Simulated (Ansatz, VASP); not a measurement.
# VRu in two plane-wave programs, part 2 of 2

One calculation is typed for both programs; each brings its own data sets. How far apart do they land?  Valence electrons are named where the data sets of a main pair hold unlike numbers.

VASP 6.6.1 and Ansatz 0.2.0.

So far. Step 2 (Ansatz: single point, PBEsol): The run ends at a pressure of -5.38 GPa.

**3. VASP: single point, PBEsol**

Level of this step: PBEsol, spin-polarised from an antiferromagnetic start; plane waves and PAW (V, V, Ru) (VASP).

The same cell, functional, mesh and smearing now go to VASP, with its own data sets.

Lines of VASP's logs that name or quote its potential files are left out, and so is its time.

Input file INCAR:

```
SYSTEM = VRu
PREC = Accurate
ENCUT = 350
EDIFF = 1E-06
NELM = 150
ISMEAR = 1
SIGMA = 0.05
LREAL = .FALSE.
ALGO = Normal
GGA = PS
NBANDS = 100
ISPIN = 2
MAGMOM = 2 -2 2 -2 2 -2 2 -2 0 0 0 0 0 0 0 0
LASPH = .TRUE.
LMAXMIX = 4
LORBIT = 11
LWAVE = .TRUE.
LCHARG = .TRUE.
KPAR = 2
NCORE = 2
AMIX = 0.2
BMIX = 1E-04
AMIX_MAG = 0.8
BMIX_MAG = 1E-04
```

Input file POSCAR:

```
VRu
1.0
    5.9800000000      0.0000000000      0.0000000000
    0.0000000000      5.9800000000      0.0000000000
    0.0000000000      0.0000000000      5.9800000000
V V Ru
1 7 8
Direct
    0.2500000000      0.2500000000      0.2500000000
    0.2500000000      0.2500000000      0.7500000000
    0.2500000000      0.7500000000      0.2500000000
    0.2500000000      0.7500000000      0.7500000000
    0.7500000000      0.2500000000      0.2500000000
    0.7500000000      0.2500000000      0.7500000000
    0.7500000000      0.7500000000      0.2500000000
    0.7500000000      0.7500000000      0.7500000000
    0.0000000000      0.0000000000      0.0000000000
    0.0000000000      0.0000000000      0.5000000000
    0.0000000000      0.5000000000      0.0000000000
    0.0000000000      0.5000000000      0.5000000000
    0.5000000000      0.0000000000      0.0000000000
    0.5000000000      0.0000000000      0.5000000000
    0.5000000000      0.5000000000      0.0000000000
    0.5000000000      0.5000000000      0.5000000000
```

Input file KPOINTS:

```
Automatic mesh
0
Gamma
3 3 3
0 0 0
```

The projector-augmented-wave data sets are V, V and Ru (PBE family, release 64).

Started as:

```bash
$ mpirun -np 4 vasp_std
```

Numbers of over 12 decimals in the logs are rounded to 6 here.

The log of the run:

```text
[banner, memory and clock lines left out]
running    4 mpi-ranks, on    1 nodes
 distrk:  each k-point on    2 cores,    2 groups
 distr:  one band on    2 cores,    1 groups

 POSCAR found type information on POSCAR V V Ru
 POSCAR found :  3 types and      16 ions
|                                                                             |
|               ----> ADVICE to this user running VASP <----                  |
|                                                                             |
|     You enforced a specific xc type in the INCAR file but a different       |
|     [... a line on the potential file left out ...]
|     I HOPE YOU KNOW WHAT YOU ARE DOING!                                     |
|                                                                             |

 LDA part: xc-table for (Slater+PW92), standard interpolation
 POSCAR, INCAR and KPOINTS ok, starting setup
 FFT: planning ... GRIDC
 FFT: planning ... GRID_SOFT
 FFT: planning ... GRID
 WAVECAR not read
 entering main loop
       N       E                     dE             d eps       ncg     rms          rms(c)
DAV:   1     0.716562544446E+03    0.71656E+03   -0.25943E+04  2440   0.836E+02
DAV:   2    -0.676194112748E+02   -0.78418E+03   -0.68925E+03  2408   0.241E+02
DAV:   3    -0.175890856884E+03   -0.10827E+03   -0.85486E+02  2508   0.985E+01
DAV:   4    -0.182470534778E+03   -0.65797E+01   -0.62954E+01  3012   0.304E+01
DAV:   5    -0.182617454841E+03   -0.14692E+00   -0.14679E+00  3512   0.433E+00    0.547E+01
DAV:   6    -0.172166248216E+03    0.10451E+02   -0.29293E+01  3464   0.393E+01    0.351E+01
DAV:   7    -0.166150812965E+03    0.60154E+01   -0.86850E+00  3600   0.256E+01    0.224E+01
DAV:   8    -0.162022728791E+03    0.41281E+01   -0.11928E+01  3064   0.230E+01    0.519E+00
DAV:   9    -0.161764645869E+03    0.25808E+00   -0.62518E-01  3228   0.656E+00    0.313E+00
DAV:  10    -0.161670205599E+03    0.94440E-01   -0.13148E-01  3660   0.191E+00    0.233E+00
DAV:  11    -0.161629408901E+03    0.40797E-01   -0.11280E-01  3624   0.212E+00    0.131E+00
DAV:  12    -0.161614347687E+03    0.15061E-01   -0.27463E-02  3724   0.970E-01    0.691E-01
DAV:  13    -0.161611290591E+03    0.30571E-02   -0.81460E-03  3220   0.626E-01    0.276E-01
DAV:  14    -0.161612147744E+03   -0.85715E-03   -0.26560E-03  3116   0.336E-01    0.284E-01
DAV:  15    -0.161611950606E+03    0.19714E-03   -0.14661E-03  3208   0.263E-01    0.146E-01
DAV:  16    -0.161611996060E+03   -0.45455E-04   -0.19040E-04  3488   0.110E-01    0.125E-01
DAV:  17    -0.161612081425E+03   -0.85365E-04   -0.10277E-04  4024   0.626E-02    0.125E-01
DAV:  18    -0.161612097720E+03   -0.16294E-04   -0.11492E-05  2700   0.179E-02    0.127E-01
DAV:  19    -0.161612023930E+03    0.73789E-04   -0.96523E-06  3324   0.257E-02    0.113E-01
DAV:  20    -0.161612034172E+03   -0.10241E-04   -0.23004E-04  4136   0.887E-02    0.552E-02
DAV:  21    -0.161612065524E+03   -0.31352E-04   -0.10023E-04  4080   0.510E-02    0.320E-02
DAV:  22    -0.161612079913E+03   -0.14390E-04   -0.10901E-04  4060   0.551E-02    0.117E-02
DAV:  23    -0.161612080985E+03   -0.10713E-05   -0.84849E-06  3312   0.140E-02    0.614E-03
DAV:  24    -0.161612081090E+03   -0.10564E-06   -0.16399E-06  1524   0.575E-03
   1 F= -.16161208E+03 E0= -.16161064E+03  d E =-.432217E-02  mag=    -0.0001
 writing wavefunctions
```

OUTCAR, selected parts (step 3):

```text
ion  position               nearest neighbor table
   1  0.250  0.250  0.250-   9 2.59  10 2.59  11 2.59  12 2.59  13 2.59  14 2.59  15 2.59  16 2.59
                             5 2.99   2 2.99   3 2.99   2 2.99   3 2.99   5 2.99
   2  0.250  0.250  0.750-   9 2.59  10 2.59  11 2.59  12 2.59  13 2.59  14 2.59  15 2.59  16 2.59
                             6 2.99   1 2.99   4 2.99   1 2.99   4 2.99   6 2.99
   3  0.250  0.750  0.250-   9 2.59  10 2.59  11 2.59  12 2.59  13 2.59  14 2.59  15 2.59  16 2.59
                             7 2.99   1 2.99   4 2.99   4 2.99   1 2.99   7 2.99
   4  0.250  0.750  0.750-   9 2.59  10 2.59  11 2.59  12 2.59  13 2.59  14 2.59  15 2.59  16 2.59
                             8 2.99   2 2.99   3 2.99   3 2.99   2 2.99   8 2.99
   5  0.750  0.250  0.250-   9 2.59  10 2.59  11 2.59  12 2.59  13 2.59  14 2.59  15 2.59  16 2.59
                             7 2.99   1 2.99   6 2.99   6 2.99   7 2.99   1 2.99
   6  0.750  0.250  0.750-   9 2.59  10 2.59  11 2.59  12 2.59  13 2.59  14 2.59  15 2.59  16 2.59
                             8 2.99   2 2.99   5 2.99   5 2.99   8 2.99   2 2.99
   7  0.750  0.750  0.250-   9 2.59  10 2.59  11 2.59  12 2.59  13 2.59  14 2.59  15 2.59  16 2.59
                             8 2.99   3 2.99   5 2.99   8 2.99   5 2.99   3 2.99
   8  0.750  0.750  0.750-   9 2.59  10 2.59  11 2.59  12 2.59  13 2.59  14 2.59  15 2.59  16 2.59
                             7 2.99   4 2.99   6 2.99   7 2.99   6 2.99   4 2.99
   9  0.000  0.000  0.000-   1 2.59   2 2.59   3 2.59   4 2.59   5 2.59   6 2.59   7 2.59   8 2.59
                            10 2.99  11 2.99  13 2.99  10 2.99  11 2.99  13 2.99
  10  0.000  0.000  0.500-   1 2.59   2 2.59   3 2.59   4 2.59   5 2.59   6 2.59   7 2.59   8 2.59
                             9 2.99  12 2.99  14 2.99   9 2.99  12 2.99  14 2.99
  11  0.000  0.500  0.000-   1 2.59   2 2.59   3 2.59   4 2.59   5 2.59   6 2.59   7 2.59   8 2.59
                             9 2.99  12 2.99  15 2.99  12 2.99   9 2.99  15 2.99
  12  0.000  0.500  0.500-   1 2.59   2 2.59   3 2.59   4 2.59   5 2.59   6 2.59   7 2.59   8 2.59
                            10 2.99  11 2.99  16 2.99  11 2.99  10 2.99  16 2.99
  13  0.500  0.000  0.000-   1 2.59   2 2.59   3 2.59   4 2.59   5 2.59   6 2.59   7 2.59   8 2.59
                             9 2.99  14 2.99  15 2.99  14 2.99  15 2.99   9 2.99
  14  0.500  0.000  0.500-   1 2.59   2 2.59   3 2.59   4 2.59   5 2.59   6 2.59   7 2.59   8 2.59
                            10 2.99  13 2.99  16 2.99  13 2.99  16 2.99  10 2.99
  15  0.500  0.500  0.000-   1 2.59   2 2.59   3 2.59   4 2.59   5 2.59   6 2.59   7 2.59   8 2.59
                            11 2.99  13 2.99  16 2.99  16 2.99  13 2.99  11 2.99
  16  0.500  0.500  0.500-   1 2.59   2 2.59   3 2.59   4 2.59   5 2.59   6 2.59   7 2.59   8 2.59
                            12 2.99  14 2.99  15 2.99  15 2.99  14 2.99  12 2.99

  LATTYP: Found a simple cubic cell.
 ALAT       =     5.9800000000

 Subroutine GETGRP returns: Found 48 space group operations
 (whereof  6 operations were pure point group operations)

The static configuration has the point symmetry C_3v.
 The point group associated with its full space group is O_h .

 Found      6 irreducible k-points:

   k-points           NKPTS =      6   k-points in BZ     NKDIM =      6   number of bands    NBANDS=    100

   dimension x,y,z NGX =    36 NGY =   36 NGZ =   36
   dimension x,y,z NGXF=    72 NGYF=   72 NGZF=   72

   ENCUT  =  350.0 eV  25.72 Ry    5.07 a.u.   9.12  9.12  9.12*2*pi/ulx,y,z

   NELECT =     104.0000    total number of electrons

 k-points in reciprocal lattice and weights: Automatic mesh
   0.00000000  0.00000000  0.00000000       0.037
   0.33333333  0.00000000  0.00000000       0.148
   0.00000000  0.00000000  0.33333333       0.074
   0.33333333  0.33333333  0.00000000       0.148
   0.00000000  0.33333333  0.33333333       0.296
   0.33333333  0.33333333  0.33333333       0.296

 average (electrostatic) potential at core
       1 -36.2612       2 -36.2612       3 -36.2612       4 -36.2611       5 -36.2612
       6 -36.2611       7 -36.2612       8 -36.2611       9 -58.6766      10 -58.6766
      11 -58.6766      12 -58.6766      13 -58.6766      14 -58.6766      15 -58.6766
      16 -58.6766

 E-fermi :  10.0444

 spin component 1
 k-point     1 :       0.0000    0.0000    0.0000
  band No.  band energies     occupation
    ...
     47       9.6697      1.00000
     48       9.6702      1.00000
     49       9.6710      1.00000
     50       9.6715      1.00000
     51       9.6715      1.00000
     52      10.2103     -0.00001
     53      10.2103     -0.00001
     54      10.2103     -0.00001
     55      10.3011     -0.00000
     56      10.3012     -0.00000
    ...

 k-point     2 :       0.3333    0.0000    0.0000
  band No.  band energies     occupation
    ...
     49       9.4187      1.00000
     50       9.6051      1.00000
     51       9.6052      1.00000
     52       9.8608      1.00000
     53       9.8609      1.00000
     54      10.1905     -0.00014
     55      10.1905     -0.00014
     56      10.1975     -0.00007
     57      10.2170     -0.00001
     58      10.2170     -0.00001
    ...

 k-point     3 :       0.0000    0.0000    0.3333
  band No.  band energies     occupation
    ...
     49       9.4187      1.00000
     50       9.6052      1.00000
     51       9.6052      1.00000
     52       9.8608      1.00000
     53       9.8608      1.00000
     54      10.1905     -0.00014
     55      10.1905     -0.00014
     56      10.1975     -0.00007
     57      10.2170     -0.00001
     58      10.2170     -0.00001
    ...

 k-point     4 :       0.3333    0.3333    0.0000
  band No.  band energies     occupation
    ...
     51       9.8405      1.00000
     52       9.9670      1.02540
     53      10.0206      0.85693
     54      10.0212      0.84983
     55      10.0396      0.58186
     56      10.3008     -0.00000
     57      10.3009     -0.00000
     58      10.3039     -0.00000
     59      10.3947     -0.00000
     60      10.3950     -0.00000
    ...

 k-point     5 :       0.0000    0.3333    0.3333
  band No.  band energies     occupation
    ...
     51       9.8404      1.00000
     52       9.9669      1.02539
     53      10.0201      0.86223
     54      10.0217      0.84472
     55      10.0396      0.58157
     56      10.3007     -0.00000
     57      10.3010     -0.00000
     58      10.3039     -0.00000
     59      10.3944     -0.00000
     60      10.3953     -0.00000
    ...

 k-point     6 :       0.3333    0.3333    0.3333
  band No.  band energies     occupation
    ...
     45       7.6852      1.00000
     46       7.6853      1.00000
     47       7.6856      1.00000
     48       8.2173      1.00000
     49      10.1139     -0.03216
     50      10.1143     -0.03190
     51      10.1144     -0.03180
     52      10.2564     -0.00000
     53      10.3350     -0.00000
     54      10.3352     -0.00000
    ...

  Total      -10.9815759    -10.9815759    -10.9787471      0.0000000      0.0000000      0.0000000
  in kB      -82.2757212    -82.2757212    -82.2545273      0.0000000      0.0000000      0.0000000
  external PRESSURE =     -82.2686566 kB  Pullay stress =       0.0000000 kB

  energy-cutoff  :      350.00
  volume of cell :      213.85
      direct lattice vectors                 reciprocal lattice vectors
     5.980000000  0.000000000  0.000000000     0.167224080  0.000000000  0.000000000
     0.000000000  5.980000000  0.000000000     0.000000000  0.167224080  0.000000000
     0.000000000  0.000000000  5.980000000     0.000000000  0.000000000  0.167224080

 POSITION                                       TOTAL-FORCE (eV/Angst)
 -----------------------------------------------------------------------------------
      1.49500      1.49500      1.49500        -0.000000      0.000000     -0.000000
      1.49500      1.49500      4.48500        -0.000000      0.000000     -0.000000
      1.49500      4.48500      1.49500        -0.000000      0.000000     -0.000000
      1.49500      4.48500      4.48500        -0.000000     -0.000000     -0.000000
      4.48500      1.49500      1.49500        -0.000000      0.000000     -0.000000
      4.48500      1.49500      4.48500        -0.000000      0.000000     -0.000000
      4.48500      4.48500      1.49500        -0.000000     -0.000000     -0.000000
      4.48500      4.48500      4.48500        -0.000000      0.000000     -0.000000
      0.00000      0.00000      0.00000        -0.000016     -0.000016     -0.000025
      0.00000      0.00000      2.99000        -0.000016     -0.000016      0.000025
      0.00000      2.99000      0.00000        -0.000016      0.000016     -0.000025
      0.00000      2.99000      2.99000        -0.000016      0.000016      0.000025
      2.99000      0.00000      0.00000         0.000016     -0.000016     -0.000025
      2.99000      0.00000      2.99000         0.000016     -0.000016      0.000025
      2.99000      2.99000      0.00000         0.000016      0.000016     -0.000025
      2.99000      2.99000      2.99000         0.000016      0.000016      0.000025
 -----------------------------------------------------------------------------------
    total drift:                                0.000000      0.000000      0.000000

  FREE ENERGIE OF THE ION-ELECTRON SYSTEM (eV)
  ---------------------------------------------------
  free  energy   TOTEN  =      -161.6120810904 eV

  energy  without entropy=     -161.6077589169  energy(sigma->0) =     -161.61064037

 total charge
# of ion       s       p       d       tot
------------------------------------------
    1        0.576   0.768   3.478   4.822
    2        0.576   0.768   3.478   4.822
    3        0.576   0.768   3.478   4.822
    4        0.576   0.768   3.478   4.822
    5        0.576   0.768   3.478   4.822
    6        0.576   0.768   3.478   4.822
    7        0.576   0.768   3.478   4.822
    8        0.576   0.768   3.478   4.822
    9        0.640   0.780   6.634   8.054
   10        0.640   0.780   6.634   8.054
   11        0.640   0.780   6.634   8.054
   12        0.640   0.780   6.634   8.054
   13        0.640   0.780   6.634   8.054
   14        0.640   0.780   6.634   8.054
   15        0.640   0.780   6.634   8.054
   16        0.640   0.780   6.634   8.054
--------------------------------------------------
tot          9.725  12.387  80.895 103.007

 magnetization (x)
# of ion       s       p       d       tot
------------------------------------------
    1        0.000   0.000   0.003   0.003
    2       -0.000  -0.000  -0.004  -0.004
    3        0.000   0.000   0.001   0.001
    4        0.000   0.000  -0.000  -0.000
    5        0.000   0.000   0.001   0.001
    6        0.000   0.000  -0.000  -0.000
    7       -0.000  -0.000  -0.003  -0.003
    8        0.000   0.000   0.002   0.002
    9       -0.000  -0.000  -0.000  -0.000
   10       -0.000  -0.000  -0.000  -0.000
   11       -0.000  -0.000  -0.000  -0.000
   12       -0.000  -0.000  -0.000  -0.000
   13       -0.000  -0.000  -0.000  -0.000
   14       -0.000  -0.000  -0.000  -0.000
   15       -0.000  -0.000  -0.000  -0.000
   16       -0.000  -0.000  -0.000  -0.000
--------------------------------------------------
tot         -0.000  -0.000  -0.000  -0.000

[... 4 further parts left out ...]
```

The moments of VASP's start collapse, so its state is non-magnetic. The k-mesh is coarse for a metal. The PAW data sets were made with PBE, which is usual practice but a small mismatch for other functionals. The data sets V and V keep the semicore shell frozen, which is cheaper and a little less accurate.

**4. Side by side**

Known differences besides the potentials themselves: the data sets hold 232 valence electrons in Ansatz (on its default PAW (the set named soft_2) files) and 104 in VASP; the cutoff is 420 eV in Ansatz and 350 eV in VASP; Ansatz makes its cores anew for this functional, VASP keeps those of its PBE data sets; site moments are counted in spheres of each program's own size. Total energies have different zeros and are not compared.

Compared:

```csv
quantity,Ansatz,VASP,difference
pressure (GPa),-5.38,-8.23,+2.85
pressure without Ansatz's Pulay correction (GPa),-5.44,-8.23,+2.78
total moment (μB),2.39,0.00,+2.39
moment on V2 (μB),0.28,0.00,+0.28
moment on V1 (μB),0.28,0.00,+0.27
moment on V7 (μB),0.28,0.00,+0.28
moment on V8 (μB),0.28,0.00,+0.27
moment on V5 (μB),0.28,0.00,+0.28
moment on V3 (μB),0.28,0.00,+0.28
moment on V4 (μB),0.28,0.00,+0.28
moment on V6 (μB),0.28,0.00,+0.28
```

By their total or site moments the two runs ended in different magnetic states: Ansatz left the typed order; the other differences may follow from that, so they don't measure the programs' precision. Ansatz's pressure holds a Pulay correction of 0.07 GPa; VASP's holds none.

**5. Further runs**

Further runs change the set-up of one program: Ansatz's method, potentials or start, or VASP's data sets, cutoff or form of LDA. The table gives Ansatz less VASP for each quantity, since a change that brings one quantity closer may part another.

```csv
run,pressure (GPa),total moment (μB),pressure without Ansatz's Pulay correction (GPa)
as above,2.9,2.4,2.8
"a start from the moments at which VASP ended, with Ansatz's search for lower states switched off",2.9,2.4,2.8
cores kept as stored,2.9,2.4,2.8
Ansatz's larger PAW set (cutoff 930 eV),2.8,-2.4,
norm-conserving potentials (cutoff 1143 eV),3.1,,
```

**6. What came out**

| Item | Value |
| --- | --- |
| difference in total moment (single point, PBEsol) | 2.4 μB |
| difference in pressure (single point, PBEsol) | 2.9 GPa |

**Reading.** The difference in pressure is 2.9 GPa (single point, PBEsol), beyond the 1 GPa picked in this series as the mark of a large difference. The data sets hold unlike numbers of valence electrons (232 in Ansatz and 104 in VASP), so part of the differences comes from the potentials. The runs of the single point, PBEsol pair ended with unlike moments, so it says little about numerical agreement. By the marks of this series, far apart in the single point, PBEsol pair: the difference in pressure, 2.9 GPa. Single point, PBEsol, Ansatz's larger PAW set (cutoff 930 eV): the difference in total moment goes from 2.4 to -2.4 μB. How closely two codes agree says nothing of how well the functional describes the real material.

[Lines on the potential files, build, host, timing and source positions are cut from VASP's logs without a mark.]

[Logs are printed without paths, hosts, clocks, repeated set-up lines and the standing remarks that a program may print on its own settings, such as how far it seeks lower states.]

[Hosts, paths, dates, database ids (printed as entryN), source tags and the programs' standing remarks are cut or masked in the printed files.]
